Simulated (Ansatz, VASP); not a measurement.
**ZrSi2N4 in two plane-wave programs**

One calculation is typed for both programs; each brings its own data sets. How far apart do they land? The cell is taken from a series of runs on this material, whose earlier steps may have relaxed, scaled, displaced or heated it; both programs get it as it stands.

Calculated with Ansatz 0.2.0; plane waves, with VASP 6.6.1 beside it; single point at PBE0.

**1. Set-up**

The cell holds 7 atoms: 1 Zr, 4 N and 2 Si. Its edges and angles: a = 3.034 Å, b = 3.034 Å, c = 37.000 Å, α = 90.0°, β = 90.0°, γ = 120.0°. Vacuum lies along c.

As a file:

```xyz
7
Lattice="3.0336 0.0000 0.0000 -1.5168 2.6272 0.0000 0.0000 0.0000 37.0000" Properties=species:S:1:pos:R:3
Zr    0.0000    0.0000   18.5000
N     0.0000    1.7515   19.7357
N     1.5168    0.8757   17.2643
N     1.5168    0.8757   21.9537
N     0.0000    1.7515   15.0463
Si    0.0000    1.7515   21.4787
Si    1.5168    0.8757   15.5213
```

**2. VASP: single point, PBE0**

A single point gives forces, pressure and levels at one fixed geometry, so differences don't come from the geometry; what else differs is listed under the comparison.

Lines of VASP's logs that name or quote its potential files are left out, and so is its time.

The run reads the wave functions of an earlier VASP run, which isn't shown here.

Contents of INCAR:

```
SYSTEM = ZrSi2N4
PREC = Accurate
ENCUT = 520
EDIFF = 1E-06
NELM = 100
ISMEAR = 0
SIGMA = 0.01
LREAL = .FALSE.
ALGO = Normal
LHFCALC = .TRUE.
AEXX = 0.25
GGA = PE
LASPH = .TRUE.
NBANDS = 27
PRECFOCK = Fast
LORBIT = 11
LWAVE = .FALSE.
LCHARG = .FALSE.
ISIF = 2
LDIPOL = .TRUE.
IDIPOL = 3
DIPOL = 0.5 0.5 0.5
LVHAR = .TRUE.
```

Contents of POSCAR:

```
ZrSi2N4
1.0
    3.0336477114      0.0000000000      0.0000000000
   -1.5168238557      2.6272159842      0.0000000000
    0.0000000000      0.0000000000     37.0000000000
Zr N Si
1 4 2
Direct
    0.0000000000      0.0000000000      0.5000000000
    0.3333333333      0.6666666667      0.5333980272
    0.6666666667      0.3333333333      0.4666019728
    0.6666666667      0.3333333333      0.5933432467
    0.3333333333      0.6666666667      0.4066567533
    0.3333333333      0.6666666667      0.5805043980
    0.6666666667      0.3333333333      0.4194956020
```

Contents of KPOINTS:

```
Automatic mesh
0
Gamma
6 6 1
0 0 0
```

The projector-augmented-wave data sets are Zr_sv, N and Si (PBE family, release 64).

Started as:

```console
$ export OMP_NUM_THREADS=3
$ mpirun -np 1 vasp_std
```

Numbers of over 12 decimals in the logs are rounded to 6 here.

Output:

```text
[banner, memory and clock lines left out]
running    1 mpi-ranks, on    1 nodes
 distrk:  each k-point on    1 cores,    1 groups
 distr:  one band on    1 cores,    1 groups
 Offloading initialized ...    1 GPUs detected
 POSCAR found type information on POSCAR ZrN Si
 POSCAR found :  3 types and       7 ions
 LDA part: xc-table for (Slater+PW92), standard interpolation
 found WAVECAR, reading the header
 POSCAR, INCAR and KPOINTS ok, starting setup
 FFT: planning ... GRIDC
 FFT: planning ... GRID_SOFT
 FFT: planning ... GRID
 reading WAVECAR
 the WAVECAR file was read successfully
 initial charge from wavefunction
 entering main loop
       N       E                     dE             d eps       ncg     rms          rms(c)
DAV:   1    -0.758140014432E+02   -0.75814E+02   -0.17362E+00   451   0.816E+00    0.453E+00
DAV:   2    -0.758199263960E+02   -0.59250E-02   -0.81799E-02   489   0.219E+00    0.324E+00
DAV:   3    -0.758115778305E+02    0.83486E-02   -0.30284E-02   446   0.110E+00    0.189E+00
DAV:   4    -0.758114423298E+02    0.13550E-03   -0.76021E-03   554   0.450E-01    0.108E+00
DAV:   5    -0.758109067803E+02    0.53555E-03   -0.12706E-03   480   0.223E-01    0.618E-01
DAV:   6    -0.758107757970E+02    0.13098E-03   -0.35743E-04   480   0.121E-01    0.352E-01
DAV:   7    -0.758107410673E+02    0.34730E-04   -0.60543E-05   467   0.522E-02    0.200E-01
DAV:   8    -0.758107331782E+02    0.78891E-05   -0.21742E-05   484   0.272E-02    0.114E-01
DAV:   9    -0.758107356387E+02   -0.24605E-05   -0.60935E-06   397   0.156E-02    0.652E-02
DAV:  10    -0.758107404014E+02   -0.47627E-05   -0.35744E-06   392   0.129E-02    0.363E-02
DAV:  11    -0.758107456068E+02   -0.52054E-05   -0.15773E-06   374   0.812E-03    0.208E-02
DAV:  12    -0.758107504687E+02   -0.48619E-05   -0.78420E-07   363   0.505E-03    0.121E-02
DAV:  13    -0.758107545010E+02   -0.40323E-05   -0.52773E-07   358   0.384E-03    0.710E-03
DAV:  14    -0.758107579580E+02   -0.34570E-05   -0.40649E-07   350   0.325E-03    0.437E-03
DAV:  15    -0.758107607547E+02   -0.27967E-05   -0.30815E-07   342   0.276E-03    0.292E-03
DAV:  16    -0.758107630360E+02   -0.22813E-05   -0.24145E-07   347   0.237E-03    0.221E-03
DAV:  17    -0.758107648511E+02   -0.18151E-05   -0.18471E-07   331   0.200E-03    0.186E-03
DAV:  18    -0.758107662834E+02   -0.14324E-05   -0.14860E-07   331   0.172E-03    0.167E-03
DAV:  19    -0.758107674685E+02   -0.11851E-05   -0.11794E-07   315   0.150E-03    0.154E-03
DAV:  20    -0.758107682842E+02   -0.81572E-06   -0.10392E-07   331   0.134E-03
   1 F= -.75810768E+02 E0= -.75810768E+02  d E =-.129830E-32
```

OUTCAR, selected parts (step 2):

```text
ion  position               nearest neighbor table
   1  0.000  0.000  0.500-   2 2.14   3 2.14   2 2.14   3 2.14   3 2.14   2 2.14   6 3.46   7 3.46
                             7 3.46   6 3.46   7 3.46   6 3.46
   2  0.333  0.667  0.533-   6 1.74   1 2.14   1 2.14   1 2.14
   3  0.667  0.333  0.467-   7 1.74   1 2.14   1 2.14   1 2.14
   4  0.667  0.333  0.593-   6 1.81   6 1.81   6 1.81
   5  0.333  0.667  0.407-   7 1.81   7 1.81   7 1.81
   6  0.333  0.667  0.581-   2 1.74   4 1.81   4 1.81   4 1.81   1 3.46   1 3.46   1 3.46
   7  0.667  0.333  0.419-   3 1.74   5 1.81   5 1.81   5 1.81   1 3.46   1 3.46   1 3.46

  LATTYP: Found a hexagonal cell.
 ALAT       =     3.0336477114
 C/A-ratio  =    12.1965381349

 Subroutine GETGRP returns: Found 12 space group operations
 (whereof 12 operations were pure point group operations)

The static configuration has the point symmetry D_3d.

 Found      7 irreducible k-points:

   k-points           NKPTS =      7   k-points in BZ     NKDIM =     36   number of bands    NBANDS=     27

   dimension x,y,z NGX =    24 NGY =   24 NGZ =  280
   dimension x,y,z NGXF=    48 NGYF=   48 NGZF=  560

   ENCUT  =  520.0 eV  38.22 Ry    6.18 a.u.   5.64  5.64 68.80*2*pi/ulx,y,z

   NELECT =      40.0000    total number of electrons

 k-points in reciprocal lattice and weights: Automatic mesh
   0.00000000  0.00000000  0.00000000       0.028
   0.16666667  0.00000000  0.00000000       0.167
   0.33333333  0.00000000  0.00000000       0.167
   0.50000000  0.00000000  0.00000000       0.083
   0.16666667  0.16666667  0.00000000       0.167
   0.33333333  0.16666667  0.00000000       0.333
   0.33333333  0.33333333  0.00000000       0.056

  exchange ACFDT corr.  =         0.00000000  see jH, gK, PRB 81, 115126

 dipolmoment           0.000000      0.000000     -0.000000 electrons x Angstroem

 average (electrostatic) potential at core
       1 -79.9515       2 -64.2042       3 -64.2042       4 -64.9880       5 -64.9880
       6 -88.1166       7 -88.1166

 E-fermi :  -3.8766

 k-point     1 :       0.0000    0.0000    0.0000
  band No.  band energies     occupation
    ...
     16      -6.6125      2.00000
     17      -6.4277      2.00000
     18      -5.3403      2.00000
     19      -3.9589      2.00000
     20      -3.9589      2.00000
     21       0.8548      0.00000
     22       1.5752      0.00000
     23       1.5752      0.00000
     24       2.2008      0.00000
     25       2.4676      0.00000
    ...

 k-point     2 :       0.1667    0.0000    0.0000
  band No.  band energies     occupation
    ...
     16      -6.4113      2.00000
     17      -6.3426      2.00000
     18      -5.2274      2.00000
     19      -5.1175      2.00000
     20      -4.3938      2.00000
     21       0.5354      0.00000
     22       1.8824      0.00000
     23       2.3470      0.00000
     24       2.9797      0.00000
     25       3.2712      0.00000
    ...

 k-point     3 :       0.3333    0.0000    0.0000
  band No.  band energies     occupation
    ...
     16      -6.4777      2.00000
     17      -6.4492      2.00000
     18      -5.5056      2.00000
     19      -4.9307      2.00000
     20      -4.5800      2.00000
     21      -0.7303      0.00000
     22       2.2262      0.00000
     23       2.8109      0.00000
     24       3.4891      0.00000
     25       3.8733      0.00000
    ...

  Total       -0.1017629     -0.1017629     -1.3686624      0.0000000     -0.0000000      0.0000000
  in kB       -0.5528881     -0.5528881     -7.4360840      0.0000000     -0.0000000      0.0000000
  external PRESSURE =      -2.8472867 kB  Pullay stress =       0.0000000 kB

  energy-cutoff  :      520.00
  volume of cell :      294.89
      direct lattice vectors                 reciprocal lattice vectors
     3.033647711  0.000000000  0.000000000     0.329636166  0.190315529 -0.000000000
    -1.516823856  2.627215984  0.000000000     0.000000000  0.380631058  0.000000000
     0.000000000  0.000000000 37.000000000     0.000000000 -0.000000000  0.027027027

 POSITION                                       TOTAL-FORCE (eV/Angst)
 -----------------------------------------------------------------------------------
      0.00000      0.00000     18.50000        -0.000000      0.000000      0.000000
     -0.00000      1.75148     19.73573        -0.000000      0.000000     -0.017504
      1.51682      0.87574     17.26427        -0.000000      0.000000      0.017504
      1.51682      0.87574     21.95370        -0.000000     -0.000000     -0.216490
     -0.00000      1.75148     15.04630        -0.000000      0.000000      0.216490
     -0.00000      1.75148     21.47866        -0.000000      0.000000      0.050754
      1.51682      0.87574     15.52134         0.000000     -0.000000     -0.050754
 -----------------------------------------------------------------------------------
    total drift:                                0.000000      0.000000     -0.000000

  FREE ENERGIE OF THE ION-ELECTRON SYSTEM (eV)
  ---------------------------------------------------
  free  energy   TOTEN  =       -75.8107682842 eV

  energy  without entropy=      -75.8107682842  energy(sigma->0) =      -75.81076828

 vacuum level on the upper side and lower side of the slab         3.563         3.563

 total charge
# of ion       s       p       d       tot
------------------------------------------
    1        2.221   6.125   1.573   9.919
    2        1.253   2.634   0.000   3.887
    3        1.253   2.634   0.000   3.887
    4        1.212   2.612   0.000   3.825
    5        1.212   2.612   0.000   3.825
    6        0.667   0.898   0.000   1.564
    7        0.667   0.898   0.000   1.564
--------------------------------------------------
tot          8.486  18.413   1.573  28.472

[... 3 further parts left out ...]
```

(Continued in part 2 of 2.)

[Lines on the potential files, build, host, timing and source positions are cut from VASP's logs without a mark.]

[Logs are printed without paths, hosts, clocks, repeated set-up lines and the standing remarks that a program may print on its own settings, such as how far it seeks lower states.]

[Hosts, paths, dates, database ids (printed as entryN), source tags and the programs' standing remarks are cut or masked in the printed files.]
